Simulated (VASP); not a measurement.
These are MS2 meta-GGA, VASP's PBE PAW potentials (set 64) (plane waves; VASP 6.6.1) values and carry that method's errors.

A VASP calculation is set up with these files.

### POSCAR
```
Y
5.6555790
  0.3241030791  -0.5613630493   0.0000000000
  0.3241030791   0.5613630493   0.0000000000
  0.0000000000   0.0000000000   1.0000000077
Y
2
Cartesian
  0.3241030791   0.1871213907   0.2500000019
  0.3241030791  -0.1871213907   0.7500000058
```

KPOINTS_OPT:
```
k-points along high-symmetry lines
6
Line-mode
Reciprocal
  0.000000   0.000000   0.000000 ! GAMMA
 -0.000000   0.500000   0.000000 ! M

 -0.000000   0.500000   0.000000 ! M
 -0.333333   0.666667   0.000000 ! K

 -0.333333   0.666667   0.000000 ! K
  0.000000   0.000000   0.000000 ! GAMMA

  0.000000   0.000000   0.000000 ! GAMMA
  0.000000   0.000000   0.500000 ! A

  0.000000   0.000000   0.500000 ! A
 -0.000000   0.500000   0.500000 ! L

 -0.000000   0.500000   0.500000 ! L
 -0.333333   0.666667   0.500000 ! H

 -0.333333   0.666667   0.500000 ! H
  0.000000   0.000000   0.500000 ! A

 -0.000000   0.500000   0.500000 ! L
 -0.000000   0.500000   0.000000 ! M

 -0.333333   0.666667   0.500000 ! H
 -0.333333   0.666667   0.000000 ! K
```

**INCAR**
```
ALGO = Normal   ! blocked Davidson
NEDOS = 601   ! DOS grid
LREAL = .FALSE.
LORBIT = 11   ! lm-projected
EDIFF = 1E-7
LCHARG = .FALSE.
SYSTEM = Y
ISIF = 2   ! forces and stress, cell fixed
PREC = Accurate
LASPH = .TRUE.   ! aspherical one-centre terms
METAGGA = MS2
ENCUT = 520   ! plane-wave cut-off (eV)
LWAVE = .FALSE.
NELM = 100
LMIXTAU = .TRUE.
ISMEAR = -5   ! tetrahedra, Bloechl
LMAXMIX = 4
```

KPOINTS:
```
Automatic mesh
0
Gamma
13 13 7
0 0 0
```

POTCAR, in this order: Y_sv (PBE.64 set). Program: vasp_std.

Output

OUTCAR:
```
 ion  position               nearest neighbor table
   1  0.333  0.667  0.250-   2 3.53   2 3.53   2 3.53   2 3.53   2 3.53   2 3.53
   2  0.667  0.333  0.750-   1 3.53   1 3.53   1 3.53   1 3.53   1 3.53   1 3.53
  LATTYP: Found a hexagonal cell.
 ALAT       =     3.6659813781
 C/A-ratio  =     1.5427189776
 Subroutine PRICEL returns:
 Original cell was already a primitive cell.
 Subroutine GETGRP returns: Found 24 space group operations
The static configuration has the point symmetry D_3d.
 The point group associated with its full space group is D_6h.
The dynamic configuration has the point symmetry D_3d.
 Subroutine INISYM returns: Found 24 space group operations
 Subroutine IBZKPT returns following result:
 Found     84 irreducible k-points:

 Following reciprocal coordinates:
            Coordinates               Weight
  0.000000  0.000000  0.000000      1.000000
  0.076923  0.000000  0.000000      6.000000
  0.153846  0.000000  0.000000      6.000000
  0.230769  0.000000  0.000000      6.000000
  0.307692  0.000000  0.000000      6.000000
  0.384615  0.000000  0.000000      6.000000
  0.461538  0.000000  0.000000      6.000000
  0.076923  0.076923  0.000000      6.000000
  0.153846  0.076923  0.000000     12.000000
  0.230769  0.076923  0.000000     12.000000
  0.307692  0.076923  0.000000     12.000000
  0.384615  0.076923  0.000000     12.000000
  0.461538  0.076923  0.000000      6.000000
  0.153846  0.153846  0.000000      6.000000
  0.230769  0.153846  0.000000     12.000000
  0.307692  0.153846  0.000000     12.000000
  0.384615  0.153846  0.000000     12.000000
  0.230769  0.230769  0.000000      6.000000
  0.307692  0.230769  0.000000     12.000000
  0.384615  0.230769  0.000000      6.000000
  0.307692  0.307692  0.000000      6.000000
  0.000000  0.000000  0.142857      2.000000
...
```

### OSZICAR
```
       N       E                     dE             d eps       ncg     rms          rms(c)
DAV:   1     0.727517244544E+02    0.72752E+02   -0.10983E+04  2520   0.132E+03
DAV:   2    -0.231946962278E+02   -0.95946E+02   -0.95080E+02  3441   0.275E+02
DAV:   3    -0.493853990994E+02   -0.26191E+02   -0.26094E+02  4867   0.556E+01
DAV:   4    -0.511527967531E+02   -0.17674E+01   -0.17673E+01  2814   0.192E+01
DAV:   5    -0.512442238077E+02   -0.91427E-01   -0.91429E-01  3283   0.373E+00    0.663E+01
DAV:   6    -0.154872722773E+02    0.35757E+02   -0.54675E+02  3171   0.805E+01    0.336E+01
DAV:   7    -0.201605898976E+02   -0.46733E+01   -0.32025E+01  3658   0.407E+01    0.303E+01
DAV:   8    -0.155973587886E+02    0.45632E+01   -0.17372E+00  3752   0.140E+01    0.269E+01
DAV:   9    -0.156583230675E+02   -0.60964E-01   -0.13912E+01  2572   0.355E+01    0.222E+01
DAV:  10    -0.145650763578E+02    0.10932E+01   -0.14196E+01  3171   0.253E+01    0.754E+00
DAV:  11    -0.136323526133E+02    0.93272E+00   -0.11423E+00  3576   0.866E+00    0.361E+00
DAV:  12    -0.130443361311E+02    0.58802E+00   -0.38803E+00  3770   0.123E+01    0.511E+00
DAV:  13    -0.132375119999E+02   -0.19318E+00   -0.13936E+00  3873   0.957E+00    0.117E+00
DAV:  14    -0.132987629364E+02   -0.61251E-01   -0.12187E+00  3937   0.820E+00    0.202E+00
DAV:  15    -0.132415152790E+02    0.57248E-01   -0.39819E-01  2520   0.641E+00    0.150E+00
DAV:  16    -0.132672342021E+02   -0.25719E-01   -0.34889E-02  2548   0.217E+00    0.142E+00
DAV:  17    -0.132586001173E+02    0.86341E-02   -0.11795E-02  3681   0.910E-01    0.169E+00
DAV:  18    -0.132087415168E+02    0.49859E-01   -0.19669E-02  3064   0.160E+00    0.185E+00
DAV:  19    -0.132998002069E+02   -0.91059E-01   -0.10317E-01  2520   0.377E+00    0.979E-01
DAV:  20    -0.133298665228E+02   -0.30066E-01   -0.88719E-02  3059   0.269E+00    0.107E+00
DAV:  21    -0.133322294493E+02   -0.23629E-02   -0.56750E-03  3304   0.709E-01    0.811E-01
DAV:  22    -0.133322489201E+02   -0.19471E-04   -0.26186E-03  2562   0.515E-01    0.656E-01
DAV:  23    -0.133335187716E+02   -0.12699E-02   -0.92479E-03  2520   0.106E+00    0.463E-01
DAV:  24    -0.133333472420E+02    0.17153E-03   -0.17099E-03  2861   0.351E-01    0.312E-01
DAV:  25    -0.133340392779E+02   -0.69204E-03   -0.21004E-03  2520   0.426E-01    0.204E-01
DAV:  26    -0.133323342377E+02    0.17050E-02   -0.50118E-03  2520   0.708E-01    0.300E-01
DAV:  27    -0.133340060541E+02   -0.16718E-02   -0.33185E-03  2520   0.592E-01    0.183E-01
DAV:  28    -0.133339775929E+02    0.28461E-04   -0.11753E-04  3101   0.141E-01    0.902E-02
DAV:  29    -0.133340957944E+02   -0.11820E-03   -0.17732E-04  3276   0.118E-01    0.518E-02
DAV:  30    -0.133340866572E+02    0.91373E-05   -0.42492E-05  2632   0.659E-02    0.444E-02
DAV:  31    -0.133340980304E+02   -0.11373E-04   -0.20419E-05  2926   0.422E-02    0.451E-02
DAV:  32    -0.133340453889E+02    0.52642E-04   -0.27913E-05  3220   0.464E-02    0.402E-02
DAV:  33    -0.133340686057E+02   -0.23217E-04   -0.29198E-05  2534   0.531E-02    0.227E-02
DAV:  34    -0.133340606453E+02    0.79604E-05   -0.37868E-06  3248   0.152E-02    0.172E-02
DAV:  35    -0.133340707648E+02   -0.10120E-04   -0.10248E-05  2548   0.277E-02    0.106E-02
DAV:  36    -0.133340646328E+02    0.61320E-05   -0.38362E-06  3792   0.111E-02    0.588E-03
DAV:  37    -0.133340649327E+02   -0.29988E-06   -0.56578E-07  2121   0.640E-03    0.441E-03
DAV:  38    -0.133340664737E+02   -0.15410E-05   -0.38374E-07  1946   0.620E-03    0.443E-03
DAV:  39    -0.133340655563E+02    0.91738E-06   -0.32247E-07  1918   0.529E-03    0.235E-03
DAV:  40    -0.133340661737E+02   -0.61742E-06   -0.98942E-08  1932   0.326E-03    0.160E-03
DAV:  41    -0.133340656849E+02    0.48876E-06   -0.28296E-08  1386   0.137E-03    0.148E-03
DAV:  42    -0.133340657934E+02   -0.10849E-06   -0.11878E-08  1302   0.973E-04    0.157E-03
DAV:  43    -0.133340658344E+02   -0.41020E-07   -0.17034E-08  1302   0.123E-03
   1 F= -.13334066E+02 E0= -.13334066E+02  d E =0.000000E+00
       N       E                     dE             ncg
```

### OUTCAR
```
------------------------ aborting loop because EDIFF is reached ----------------------------------------
  FORCE on cell =-STRESS in cart. coord.  units (eV):
  Direction    XX          YY          ZZ          XY          YZ          ZX
  --------------------------------------------------------------------------------------
  Total        0.0466724      0.0466724      0.1360843      0.0000000      0.0000000      0.0000000
  in kB        1.1360104      1.1360106      3.3123062      0.0000000      0.0000000      0.0000000
  external PRESSURE =       1.8614424 kB  Pullay stress =       0.0000000 kB
  volume of cell :       65.82
      direct lattice vectors                 reciprocal lattice vectors
     1.832990568 -3.174833073  0.000000000     0.272778272 -0.157488595  0.000000000
     1.832990568  3.174833073  0.000000000     0.272778272  0.157488595  0.000000000
     0.000000000  0.000000000  5.655579044     0.000000000  0.000000000  0.176816554
 POSITION                                       TOTAL-FORCE (eV/Angst)
 -----------------------------------------------------------------------------------
      1.83299      1.05828      1.41389        -0.000000      0.000000      0.000000
      1.83299     -1.05828      4.24168         0.000000     -0.000000      0.000000
 -----------------------------------------------------------------------------------
    total drift:                                0.000066      0.000508     -0.000009
  FREE ENERGIE OF THE ION-ELECTRON SYSTEM (eV)
  ---------------------------------------------------
  free  energy   TOTEN  =       -13.3340658344 eV

  energy  without entropy=      -13.3340658344  energy(sigma->0) =      -13.33406583

 total charge

# of ion       s       p       d       f       tot
--------------------------------------------------
    1        2.259   6.259   0.867   0.007   9.392
    2        2.259   6.259   0.867   0.007   9.392
--------------------------------------------------
tot          4.518  12.519   1.734   0.013  18.784
```
(Selected blocks of OUTCAR.)

OUTCAR:
```
 val. band max:        2.9996597846   @ k =   0.2308   0.0000   0.0000

 cond. band min:       2.9663593255   @ k =   0.2308   0.1538   0.1429


 Fermi energy:         2.9834700489

 k-point     1 :       0.0000    0.0000    0.0000
  band No.  band energies     occupation
      1     -40.8881      2.00000
      2     -40.8117      2.00000
      3     -20.6113      2.00000
      4     -20.1466      2.00000
      5     -20.1466      2.00000
      6     -20.0523      2.00000
      7     -20.0523      2.00000
      8     -20.0116      2.00000
      9      -1.7421      2.00000
     10       1.2151      2.00000
     11       3.8029      0.00000
     12       4.9682      0.00000
     13       4.9682      0.00000
     14       5.3505      0.00000
     15       5.6020      0.00000

 k-point     2 :       0.0769    0.0000    0.0000
  band No.  band energies     occupation
      1     -40.8852      2.00000
      2     -40.8109      2.00000
      3     -20.6010      2.00000
      4     -20.1661      2.00000
      5     -20.1535      2.00000
      6     -20.0731      2.00000
      7     -20.0546      2.00000
      8     -20.0169      2.00000
      9      -1.6180      2.00000
     10       1.3265      2.00000
     11       3.6855      0.00000
     12       4.6232      0.00000
     13       5.0847      0.00000
     14       5.4553      0.00000
     15       5.5969      0.00000

 k-point     3 :       0.1538    0.0000    0.0000
  band No.  band energies     occupation
      1     -40.8773      2.00000
      2     -40.8088      2.00000
      3     -20.5711      2.00000
      4     -20.2203      2.00000
      5     -20.1720      2.00000
      6     -20.1296      2.00000
      7     -20.0613      2.00000
      8     -20.0326      2.00000
      9      -1.2592      2.00000
     10       1.6284      2.00000
     11       3.3824     -0.05884
     12       4.0659      0.00000
     13       5.1287      0.00000
     14       5.4232      0.00000
     15       5.4292      0.00000
...
```

For a metal the tetrahedron method with Blöchl corrections gives inexact stress and forces.

The compound is Y in the hcp structure. It was relaxed first.
